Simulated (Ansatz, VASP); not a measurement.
## AsC2N: VASP beside Ansatz

Wanted: the spread between two codes on one cell, functional and k mesh. The two relaxations start from unlike cells of this crystal (the structure described is Ansatz's start), so only their ends are compared.

Main program and level: Ansatz 0.2.0; plane waves, with VASP 6.6.1 beside it; relaxation of cell and atoms at PBE.

## Step 1: Starting point

It takes space group P6/mmm (No. 191, hexagonal). The conventional cell has a = 2.930 Å, b = 2.930 Å, c = 7.758 Å, α = 90.00°, β = 90.00°, γ = 120.00°. Nearest to As lie 6 As at 2.93 Å. N has 6 C at 1.69 Å nearest. Nearest to C lie 3 C at 1.69 Å and 3 N at 1.69 Å. Farther neighbours and most contacts between anions are not listed.

## Step 2: VASP: relaxation of cell and atoms, PBE

The relaxed volume is the usual yardstick between codes: in a stiff, nearly cubic crystal its relative difference is about their pressure difference at one cell divided by the bulk modulus.

Lines of VASP's logs that name or quote its potential files are left out, and so is its time.

Contents of INCAR:

```
SYSTEM = AsC2N
PREC = Accurate
ENCUT = 600
EDIFF = 1E-07
NELM = 120
ISMEAR = -1
SIGMA = 0.05
LREAL = .FALSE.
ALGO = Normal
GGA = PE
NBANDS = 15
LORBIT = 11
LWAVE = .FALSE.
LCHARG = .FALSE.
ISIF = 3
IBRION = 2
NSW = 80
EDIFFG = -0.005
LASPH = .TRUE.
GGA_COMPAT = .FALSE.
NELMIN = 4
```

Contents of POSCAR:

```
AsC2N
1.0
    3.0653322890      0.0000000000      0.0000000000
   -1.5326661445      2.6546551403      0.0000000000
    0.0000000000      0.0000000000      8.0879806612
As N C
1 1 2
Direct
    0.0000000000      0.0000000000      0.5000000000
    0.0000000000      0.0000000000      0.0000000000
    0.6666666667      0.3333333333      0.0000000000
    0.3333333333      0.6666666667      0.0000000000
```

Contents of KPOINTS:

```
Automatic mesh
0
Gamma
10 10 4
0 0 0
```

The projector-augmented-wave data sets are As, N and C (PBE family, release 64).

Started as:

```bash
$ mpirun -np 1 vasp_std
```

Numbers of over 12 decimals in the logs are rounded to 6 here.

The log of the run:

```text
[banner, memory and clock lines left out]
running    1 mpi-ranks, on    1 nodes
 distrk:  each k-point on    1 cores,    1 groups
 distr:  one band on    1 cores,    1 groups

 POSCAR found type information on POSCAR AsN C
 POSCAR found :  3 types and       4 ions
 LDA part: xc-table for (Slater+PW92), standard interpolation
 POSCAR, INCAR and KPOINTS ok, starting setup
 FFT: planning ... GRIDC
 FFT: planning ... GRID_SOFT
 FFT: planning ... GRID
 WAVECAR not read
 entering main loop
       N       E                     dE             d eps       ncg     rms          rms(c)
DAV:   1     0.732692202994E+02    0.73269E+02   -0.85234E+03  1260   0.116E+03
DAV:   2    -0.129407955666E+02   -0.86210E+02   -0.79996E+02  1772   0.196E+02
DAV:   3    -0.184770532046E+02   -0.55363E+01   -0.54177E+01  1589   0.513E+01
DAV:   4    -0.185571280885E+02   -0.80075E-01   -0.79905E-01  1607   0.668E+00
DAV:   5    -0.185587884333E+02   -0.16603E-02   -0.16589E-02  1647   0.874E-01    0.554E+00
DAV:   6    -0.197654129297E+02   -0.12066E+01   -0.24746E+01  1541   0.947E+00    0.654E+00
DAV:   7    -0.180346576738E+02    0.17308E+01   -0.57156E+00  1449   0.492E+00    0.203E+00
DAV:   8    -0.180447822438E+02   -0.10125E-01   -0.22500E-01  1561   0.196E+00    0.156E+00
DAV:   9    -0.180002203243E+02    0.44562E-01   -0.50745E-02  1456   0.946E-01    0.165E-01
DAV:  10    -0.180004406138E+02   -0.22029E-03   -0.20015E-03  1519   0.289E-01    0.134E-01
DAV:  11    -0.180004518356E+02   -0.11222E-04   -0.35723E-04  1470   0.104E-01    0.412E-02
DAV:  12    -0.180004915819E+02   -0.39746E-04   -0.56960E-05  1534   0.614E-02    0.153E-02
DAV:  13    -0.180004876868E+02    0.38951E-05   -0.21333E-05  1789   0.293E-02    0.486E-03
DAV:  14    -0.180004891151E+02   -0.14284E-05   -0.42293E-06  1344   0.136E-02    0.297E-03
DAV:  15    -0.180004890146E+02    0.10059E-06   -0.30935E-07  1342   0.279E-03    0.132E-03
DAV:  16    -0.180004890137E+02    0.86220E-09   -0.96713E-08  1188   0.247E-03
   1 F= -.18000489E+02 E0= -.17984884E+02  d E =-.180005E+02
[... from here on, the cycles between the ionic steps are left out ...]
   2 F= -.18000505E+02 E0= -.17984982E+02  d E =-.158327E-04
   3 F= -.18000505E+02 E0= -.17984994E+02  d E =-.160572E-04
   4 F= -.18000518E+02 E0= -.17985014E+02  d E =-.128509E-04
   5 F= -.18000555E+02 E0= -.17985074E+02  d E =-.498511E-04
   6 F= -.18000622E+02 E0= -.17985189E+02  d E =-.116574E-03
   7 F= -.18000724E+02 E0= -.17985387E+02  d E =-.218626E-03
   8 F= -.18000784E+02 E0= -.17985650E+02  d E =-.278669E-03
   9 F= -.18000799E+02 E0= -.17985643E+02  d E =-.155140E-04
 ZBRENT: can't locate minimum, use default step
 trial-energy change:   -0.000016  1 .order   -0.000017   -0.000019   -0.000016
 step:   0.6567(harm=  0.9665)  dis= 0.00000  next Energy=   -18.000839 (dE=-0.550E-04)
 bond charge predicted
       N       E                     dE             d eps       ncg     rms          rms(c)
DAV:   1    -0.180019156700E+02   -0.11164E-02   -0.23065E-02  1288   0.978E-01    0.178E-01
DAV:   2    -0.180073761391E+02   -0.54605E-02   -0.10205E-02  1505   0.348E-01    0.511E-01
DAV:   3    -0.180009263404E+02    0.64498E-02   -0.61025E-03  1463   0.224E-01    0.440E-02
DAV:   4    -0.180008241693E+02    0.10217E-03   -0.32069E-04  1407   0.100E-01    0.131E-02
DAV:   5    -0.180008225564E+02    0.16129E-05   -0.82099E-06  1435   0.254E-02    0.752E-03
DAV:   6    -0.180008236558E+02   -0.10994E-05   -0.23054E-06  1507   0.105E-02    0.335E-03
DAV:   7    -0.180008242952E+02   -0.63939E-06   -0.55608E-07  1410   0.643E-03    0.928E-04
DAV:   8    -0.180008243680E+02   -0.72788E-07   -0.10613E-07   836   0.292E-03
  10 F= -.18000824E+02 E0= -.17985601E+02  d E =-.406286E-04
 curvature:  -4.54 expect dE=-0.397E-04 dE for cont linesearch -0.870E-06
 trial: gam=-0.19302 g(F)=  0.685E-48 g(S)=  0.875E-05 ort = 0.155E-04 (trialstep = 0.263E+00)
 search vector abs. value=  0.496E-04
 reached required accuracy - stopping structural energy minimisation
```

Parts of OUTCAR (step 2):

```text
ion  position               nearest neighbor table
   1  0.000  0.000  0.500-
   2  0.000  0.000  0.000-   4 1.77   3 1.77   4 1.77   3 1.77   3 1.77   4 1.77
   3  0.667  0.333  0.000-   4 1.77   2 1.77   2 1.77   4 1.77   2 1.77   4 1.77
   4  0.333  0.667  0.000-   3 1.77   2 1.77   2 1.77   3 1.77   2 1.77   3 1.77

  LATTYP: Found a hexagonal cell.
 ALAT       =     3.0653322890
 C/A-ratio  =     2.6385330851

 Subroutine GETGRP returns: Found 24 space group operations
 (whereof 24 operations were pure point group operations)

The static configuration has the point symmetry D_6h.

 Found     42 irreducible k-points:

   k-points           NKPTS =     42   k-points in BZ     NKDIM =     42   number of bands    NBANDS=     15

   dimension x,y,z NGX =    24 NGY =   24 NGZ =   70
   dimension x,y,z NGXF=    48 NGYF=   48 NGZF=  140

   ENCUT  =  600.0 eV  44.10 Ry    6.64 a.u.   6.12  6.12 16.15*2*pi/ulx,y,z

   NELECT =      18.0000    total number of electrons

 k-points in reciprocal lattice and weights: Automatic mesh
   0.00000000  0.00000000  0.00000000       0.003
   0.10000000  0.00000000  0.00000000       0.015
   0.20000000  0.00000000  0.00000000       0.015
   0.30000000  0.00000000  0.00000000       0.015
   0.40000000 -0.00000000  0.00000000       0.015
   0.50000000  0.00000000  0.00000000       0.007
   0.10000000  0.10000000  0.00000000       0.015
   0.20000000  0.10000000  0.00000000       0.030
   0.30000000  0.10000000  0.00000000       0.030
[...]
0.40000000  0.20000000  0.50000000       0.015
   0.30000000  0.30000000  0.50000000       0.015

 average (electrostatic) potential at core
       1 -52.6443       2 -68.9584       3 -55.1233       4 -55.1233

 E-fermi :   2.4434

 k-point     1 :       0.0000    0.0000    0.0000
  band No.  band energies     occupation
    ...
      6      -2.9242      2.00000
      7      -2.6246      2.00000
      8      -2.6246      2.00000
      9       0.1864      2.00000
     10       2.0815      1.99856
     11       4.6820      0.00000
     12       6.4560      0.00000
     13       6.7716      0.00000
     14       7.6588      0.00000
     15       7.6588      0.00000

 k-point     2 :       0.1000    0.0000    0.0000
  band No.  band energies     occupation
    ...
      5      -5.1419      2.00000
      6      -3.0011      2.00000
      7      -1.2732      2.00000
      8      -0.9477      2.00000
      9       0.3658      2.00000
     10       2.8671      0.00042
     11       4.4402      0.00000
     12       6.3292      0.00000
     13       6.4455      0.00000
     14       6.6826      0.00000
    ...

 k-point     3 :       0.2000    0.0000    0.0000
  band No.  band energies     occupation
    ...
      5      -4.5986      2.00000
      6      -3.4996      2.00000
      7       0.8802      2.00000
      8       0.8883      2.00000
      9       1.0943      2.00000
     10       3.7151      0.00000
     11       3.8518      0.00000
     12       4.8688      0.00000
     13       5.6300      0.00000
     14       6.5483      0.00000
    ...

  Total        0.0188856      0.0188856      0.0035108      0.0000000      0.0000000     -0.0000000
  in kB        0.4725193      0.4725191      0.0878413      0.0000000      0.0000000     -0.0000000
  external PRESSURE =       0.3442933 kB  Pullay stress =       0.0000000 kB

  energy-cutoff  :      600.00
  volume of cell :       64.04
      direct lattice vectors                 reciprocal lattice vectors
     3.063702709  0.000000000 -0.000000000     0.326402427  0.188448564  0.000000000
    -1.531851354  2.653243883 -0.000000000    -0.000000000  0.376897128  0.000000000
    -0.000000000 -0.000000000  7.877656621    -0.000000000  0.000000000  0.126941304

 POSITION                                       TOTAL-FORCE (eV/Angst)
 -----------------------------------------------------------------------------------
      3.06370      0.00000      3.93883         0.000000      0.000000     -0.000000
      3.06370      0.00000     -0.00000         0.000000     -0.000000     -0.000000
      1.53185      0.88441     -0.00000        -0.000000     -0.000000     -0.000000
     -0.00000      1.76883      7.87766         0.000000      0.000000      0.000000
 -----------------------------------------------------------------------------------
    total drift:                                0.000000      0.000000     -0.000000

  FREE ENERGIE OF THE ION-ELECTRON SYSTEM (eV)
  ---------------------------------------------------
  free  energy   TOTEN  =       -18.0008243680 eV

  energy  without entropy=      -17.9703770039  energy(sigma->0) =      -17.98560069

 reached required accuracy - stopping structural energy minimisation

 total charge
# of ion       s       p       d       tot
------------------------------------------
    1        1.335   1.165   0.021   2.521
    2        1.407   2.114   0.000   3.521
    3        0.924   1.246   0.000   2.170
    4        0.924   1.246   0.000   2.170
--------------------------------------------------
tot          4.589   5.771   0.021  10.381

[... 3 further parts left out ...]
```

CONTCAR:

```
AsC2N
   1.00000000000000
     3.0637027086186670    0.0000000000000001   -0.0000000000000000
    -1.5318513543093335    2.6532438830852723   -0.0000000000000000
    -0.0000000000000000   -0.0000000000000000    7.8776566205094269
  As              N               C
     1     1     2
Direct
     1.0000000000000000    0.0000000000000000    0.5000000000000000
     1.0000000000000000    0.0000000000000000    0.0000000000000000
     0.6666666667000030    0.3333333332999970    0.0000000000000000
     0.3333333332999970    0.6666666667000030    1.0000000000000000
```

The run keeps the 24 symmetry operations of its start, so it cannot find a distortion of lower symmetry.

## Step 3: Ansatz: relaxation of cell and atoms, PBE

Ansatz runs on its PAW soft_1 files.

Its own start cell and the same functional, mesh and smearing now go to Ansatz, which takes its cutoff from its data sets.

Contents of input.yaml:

```yaml
crystal:
  lattice:
    - [2.93, 0.0, 0.0]
    - [-1.465, 2.537454433, 0.0]
    - [0.0, 0.0, 7.758]
  atoms:
    - { symbol: As, position: [0.0, 0.0, 0.5] }
    - { symbol: "N", position: [0.0, 0.0, 0.0] }
    - { symbol: C, position: [0.666666667, 0.333333333, 0.0] }
    - { symbol: C, position: [0.333333333, 0.666666667, 0.0] }
kpoints:
  mp_grid: { grid: [10, 10, 4] }
scf:
  occupations: { method: fermi_dirac, width: 0.05 }
hamiltonian:
  xc: pbe
  pseudopotentials: { kind: paw, azcp: { folder: soft_1 } }
relax:
  f_tol: 0.015
  max_steps: 70
  cell: {}
output:
  forces: true
  stress: true
```

Started as:

```bash
$ ansatz run input.yaml --threads 4 --pin off --max-ram 8192MiB --backend cpu --events-out ev --progress --plain --runs-dir out
```

The log of the run:

```text
Engine: ansatz 0.2.0, aarch64-unknown-linux-gnu
Pseudopotentials: kind: paw
Pseudopotential: As, paw, valence charge 15, recommended cutoff 420 eV (normal), soft_1/As.paw.azcp
Pseudopotential: N, paw, valence charge 5, recommended cutoff 420 eV (normal), soft_1/N.paw.azcp
Pseudopotential: C, paw, valence charge 4, recommended cutoff 420 eV (normal), soft_1/C.paw.azcp
Functional definition: PBE
  parameter kappa = 0.804
  parameter beta = 0.066725
  exchange = pbe_x(kappa = kappa, mu = beta*pi^2/3)
  correlation = pbe_c(beta = beta)
Crystal: 4 atoms, lattice volume = 57.679 Å³
Basis set: ecut = 420 eV, 1117 PW (Γ), exchange–correlation on 40×40×108 points (8 copies of the dense FFT grid, shifted against one another)
Bands: 18, of which v1, the nominal top of the filled ones, is band 14 counted from 1 (13 counted from 0)
Symmetry: 24 space group operations
Space group: P6/mmm (ITA 191), of the structure as read, at distance tolerance 3.9e-5 Å
k-points: 42 of 400
Non-local potential: As, projectors of the file, l = 0: 2, l = 1: 2, l = 2: 3, l = 3: 1
Non-local potential: N, projectors of the file, l = 0: 2, l = 1: 2, l = 2: 1
Non-local potential: C, projectors of the file, l = 0: 2, l = 1: 2, l = 2: 1
PAW form: soft (Blöchl's): semilocal exchange-correlation on the pseudo side does not see the compensation charge
PAW one-centre angular grid: As, 590 points (default); XC on 64 Gauss nodes
PAW one-centre angular grid: N, 110 points (default); XC on 64 Gauss nodes
PAW one-centre angular grid: C, 110 points (default); XC on 64 Gauss nodes
Initial density: superposition of atomic densities (chi_scale 0.1, normalization cell), built separately for each of the 2 bonded fragments (scf.initial_density.interfragment_charge_transfer: auto; true builds it for the cell as a whole; a typed value also counts as a typed key of the start: scf.initial_density.chi_scale says what that changes, if anything)
Initial wavefunctions: pseudopotential atomic-orbital guess
Functional: x = pbe(κ = 0.804, μ = 0.219515), c = pbe(β = 0.066725)
SCF iter   1: F=—  HF=-5728.669063 eV  |F-HF|=—  |Δ(HF+E_count)|=         —  Δρ=5.07e-2  dr2=7.29e0  ethr=3.10e-3  ⟨swp⟩=5.6  Hψ=3568  notcnv=0
preconditioner: auto → LDOS  [metal: Δε(μ)=0.037 eV  Ē_g=9.231 eV  σ=0.050 eV  W_gap=0.18  n_scr=4 (ndim 8)  ℏωp=19.7 eV  f_vac=0.058  D(μ)=2.17/eV (n_scr^D=24)  β→1.0]
SCF iter   2: F=—  HF=-5728.263954 eV  |F-HF|=—  |Δ(HF+E_count)|=   4.05e-1  Δρ=1.01e-2  dr2=5.20e-2  ethr=3.10e-3  ⟨swp⟩=2.0  Hψ=1252  notcnv=0
SCF iter   3: F=—  HF=-5728.259990 eV  |F-HF|=—  |Δ(HF+E_count)|=   3.96e-3  Δρ=2.39e-3  dr2=4.86e-3  ethr=1.86e-4  ⟨swp⟩=2.8  Hψ=1634  notcnv=0
SCF iter   4: F=—  HF=-5728.260092 eV  |F-HF|=—  |Δ(HF+E_count)|=   1.02e-4  Δρ=7.44e-4  dr2=1.45e-3  ethr=1.74e-5  ⟨swp⟩=2.0  Hψ=1341  notcnv=0
SCF iter   5: F=—  HF=-5728.259663 eV  |F-HF|=—  |Δ(HF+E_count)|=   4.30e-4  Δρ=2.52e-4  dr2=9.57e-5  ethr=5.18e-6  ⟨swp⟩=2.0  Hψ=1309  notcnv=0
SCF iter   6: F=—  HF=-5728.259661 eV  |F-HF|=—  |Δ(HF+E_count)|=   1.65e-6  Δρ=4.01e-5  dr2=8.98e-7  ethr=3.42e-7  ⟨swp⟩=2.0  Hψ=966  notcnv=0
SCF iter   7: F=—  HF=-5728.259661 eV  |F-HF|=—  |Δ(HF+E_count)|=   1.76e-7  Δρ=8.66e-6  dr2=1.19e-7  ethr=3.57e-10  ⟨swp⟩=4.7  Hψ=2720  notcnv=0
SCF iter   8: F=-5728.259661 eV  HF=-5728.259661 eV  |F-HF|=1.70e-8  |Δ(HF+E_count)|=   3.85e-9  Δρ=2.39e-6  dr2=1.84e-8  ethr=3.57e-10  ⟨swp⟩=3.2  Hψ=2120  notcnv=0
SCF 1 converged in 8 iterations: F = -5728.259661 eV  dr2 = 1.84e-8
  greatest PAW one-centre occupation: 0.999 electrons in one spin orbital (limit 2), on the As atom at site 0 (counted from 0), in its partial waves of l = 2
relax step   1: F+E_penalty+E_count = -5728.25966123 eV  Δ(F+E_penalty+E_count) = +0.000e0 eV  max|allowed force component| = 2.961e-16 eV/Å  Δτ_max = 0.0000 Å  P = +10.584 GPa  Ω = 57.679 Å³  (8 SCF iters, dr2 threshold 1.00e-7 eV, accepted)
[...]
relax step  11: F+E_penalty+E_count = -5728.49815537 eV  Δ(F+E_penalty+E_count) = -2.697e-3 eV  max|allowed force component| = 1.388e-16 eV/Å  Δτ_max = 0.0000 Å  P = +0.001 GPa  Ω = 65.357 Å³  stress off target by 9.18e-2 GPa  SCF on the basis re-selected at this cell (its energy is not comparable with the rows above)  (7 SCF iters)
[...]
relax step  12: F+E_penalty+E_count = -5728.49744487 eV  Δ(F+E_penalty+E_count) = +7.105e-4 eV  max|allowed force component| = 1.758e-16 eV/Å  Δτ_max = 0.0000 Å  P = -0.006 GPa  Ω = 66.121 Å³  energy of the carried Pulay correction = -9.928e-4 eV  (6 SCF iters, dr2 threshold 2.10e-8 eV, accepted)
[...]
relax step  13: F+E_penalty+E_count = -5728.49706925 eV  Δ(F+E_penalty+E_count) = +3.756e-4 eV  max|allowed force component| = 2.961e-16 eV/Å  Δτ_max = 0.0000 Å  P = -0.002 GPa  Ω = 66.408 Å³  energy of the carried Pulay correction = -1.392e-3 eV  (7 SCF iters, accepted)
[...]
relax step  14: F+E_penalty+E_count = -5728.49857421 eV  Δ(F+E_penalty+E_count) = -1.505e-3 eV  max|allowed force component| = 3.886e-16 eV/Å  Δτ_max = 0.0000 Å  P = +0.005 GPa  Ω = 66.408 Å³  stress off target by 4.46e-2 GPa  SCF on the basis re-selected at this cell (its energy is not comparable with the rows above)  (6 SCF iters)
basis re-selected at this cell: Δ(F+E_penalty+E_count) = -1.505e-3 eV, ΔP = +0.006 GPa vs the last step (what re-selecting the basis moved, of the pressure what is left beyond the Pulay correction that the steps carried, after the strain that the cell walked since its last selection, with what the two solves' SCF thresholds leave and, on support functions, any second-order correction that the steps lacked; it is no measure of the basis error at this ecutwfc). The dense FFT grid was sized anew with the basis: this SCF ran on 24×24×60 points, the steps before it on 24×24×54, so part of this shift can come from that change (see relax.cell in the input reference). [rest of the remark cut]
SCF converged after 6 iterations
Free energy (F): -5728.498574 eV
Harris-Foulkes:  -5728.498574 eV  (|F-HF|=1.55e-11)
Internal energy: -5728.467078 eV  (E = F + TS)
E sigma→0 (E₀):  -5728.482826 eV
Entropy (-TS):   -0.031496 eV (-7.874 meV/atom)
Fermi energy:    4.666577 eV
--- Per-component energies (eV) ---
  E_band       = -365.647708
  E_kinetic    = 376.013794
  E_local      = -3067.109069  (includes V_loc(G=0)·N_el)
  E_nonlocal   = -305.789169
  E_hartree    = 1515.221197
  E_xc         = -216.880516
  E_vxc        = -255.608704  (∫ρ·V_xc dr)
  E_paw        = -2337.415658  (= ΣΔE_a)
  E_vpaw       = -143.597787  (= ΣTr[D̂ρ^β])
  E_aug_tail   = 0.000757  (compensation charges beyond the density's cutoff)
  E_ewald      = -1692.508414
  E_smearing   = -0.031496  (= −TS)
  E_closure    = -0.000000  (closes the sum)
  Σ components = -5728.498574   (vs F -5728.498574, Δ=0.00e0)
--- Forces (eV/Å), atoms counted from 1 ---
  atom   1  As    -0.00000000    -0.00000000     0.00000000
  atom   2  N      0.00000000     0.00000000     0.00000000
  atom   3  C      0.00000000     0.00000000     0.00000000
  atom   4  C     -0.00000000    -0.00000000    -0.00000000
  max |Σ_I F_I| component: 1.85e-16 eV/Å
--- Stress (GPa, compression-positive) ---
       -0.014985      -0.000000       0.000000
       -0.000000      -0.014985       0.000000
        0.000000       0.000000       0.044628
  P = ⅓ Tr σ = 0.0049 GPa (0.049 kbar)
--- Relaxed structure (11 steps of the walk, 11 accepted, 3 SCFs on fresh bases) ---
  F+E_penalty+E_count = -5728.49857421 eV   max|allowed force component| = 3.886e-16 eV/Å   (the final SCF, on the basis selected at the relaxed cell)
  cell:  # Å, volume = 66.4084 Å³
    - [3.066179, 0, 0]
    - [-1.533090, 2.655389, 0]
    - [0, 0, 8.156373]
  atoms:
    - { symbol: As, position: [0, 0, 0.500000] }
    - { symbol: N, position: [0, 0, 0] }
    - { symbol: C, position: [0.666667, 0.333333, 0] }
    - { symbol: C, position: [0.333333, 0.666667, 0] }
```

## Step 4: Differences

Known differences besides the potentials themselves: the data sets hold 28 valence electrons in Ansatz (on its PAW soft_1 files) and 18 in VASP; the cutoff is 420 eV in Ansatz and 600 eV in VASP; Ansatz adds a Pulay correction to the stress that steers its cell, VASP none. Total energies have different zeros and are not compared.

Compared:

| quantity | Ansatz | VASP | difference |
| --- | --- | --- | --- |
| volume (Å³) | 66.41 | 64.04 | +3.71 % |
| edge a after relaxation, in the typed setting (Å) | 3.066 | 3.064 | +0.08 % |
| edge c after relaxation, in the typed setting (Å) | 8.156 | 7.878 | +3.54 % |

## Step 5: What came out

```yaml
difference_in_volume_relaxation_of_cell_and_atoms_pbe: 3.7 %
```

**Reading.** The difference in volume is 3.7 % (relaxation of cell and atoms, PBE), beyond the 1.2 % picked in this series as the mark of a large difference, as far as the stopping tolerances let one tell. The data sets hold unlike numbers of valence electrons (28 in Ansatz and 18 in VASP), so part of the differences comes from the potentials. What causes the difference of the relaxation of cell and atoms, PBE pair stays open here. Such differences can come from data sets, numerical settings and the points named under the comparisons, not from the functional's error against experiment.

[Lines on the potential files, build, host, timing and source positions are cut from VASP's logs without a mark.]

[Logs are printed without paths, hosts, clocks, repeated set-up lines and the standing remarks that a program may print on its own settings, such as how far it seeks lower states.]

[Hosts, paths, dates, database ids (printed as entryN), source tags and the programs' standing remarks are cut or masked in the printed files.]
